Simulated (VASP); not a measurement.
GaN:

```xyz
4
Lattice="3.1900 0.0000 0.0000 -1.5950 2.7626 0.0000 0.0000 0.0000 5.1890" Properties=species:S:1:pos:R:3 pbc="T T T"
Ga    0.0000    1.8417    0.0000
Ga    1.5950    0.9209    2.5945
N     0.0000    1.8417    1.9552
N     1.5950    0.9209    4.5497
```

The cell was built by a generator and needn't be a form met in nature.

| Quantity | Value |
| --- | --- |
| Program | VASP 6.6.1 |
| Task | relaxation of cell and atoms |
| Functional | LDA |
| Potentials or basis | VASP PAW LDA potentials, release 64 (Ga_d, N) |
| Cutoff | 600 eV |
| k mesh | 10 × 10 × 6 |
| Occupations | fermi-dirac, width 0.05 eV |
| Spin | no spin polarisation |

At the start: pressure -5.6 GPa; volume 11.43 Å³/atom.

**Question.** Where does the relaxation end?

**Answer.** Over 13 steps the energy falls by 5.8 meV/atom and the volume is 11.10 Å³/atom (-2.9 %); space group P6_3mc (No. 186, to 0.05 Å).

The path:
| step | energy change (eV) | largest force (eV/Å) | pressure (GPa) | volume (Å³) |
| --- | --- | --- | --- | --- |
| 1 | 0.0000 | 0.0033 | -5.55 | 45.73 |
| 2 | 0.0008 | 0.0394 | 6.18 | 43.16 |
| 3 | -0.0231 | 0.0150 | -0.04 | 44.43 |
| 4 | -0.0231 | 0.0157 | 0.42 | 44.41 |
| 5 | -0.0228 | 0.0022 | -0.75 | 44.57 |
| 6 | -0.0231 | 0.0138 | -0.05 | 44.45 |
| 7 | -0.0231 | 0.0018 | -0.11 | 44.45 |
| 8 | -0.0231 | 0.0031 | -0.12 | 44.45 |
| 9 | -0.0231 | 0.0016 | 0.12 | 44.40 |
| 10 | -0.0231 | 0.0022 | -0.16 | 44.42 |
| 11 | -0.0231 | 0.0018 | 0.11 | 44.41 |
| 12 | -0.0231 | 0.0013 | -0.08 | 44.42 |
| 13 | -0.0231 | 0.0006 | 0.00 | 44.41 |

Final structure:
```
Ga N
1.0
     3.15664    0.00000    0.00000
    -1.57832    2.73373    0.00000
     0.00000    0.00000    5.14683
Ga N
2 2
Direct
  0.33333 0.66667 0.00021
  0.66667 0.33333 0.50021
  0.33333 0.66667 0.37659
  0.66667 0.33333 0.87659
```
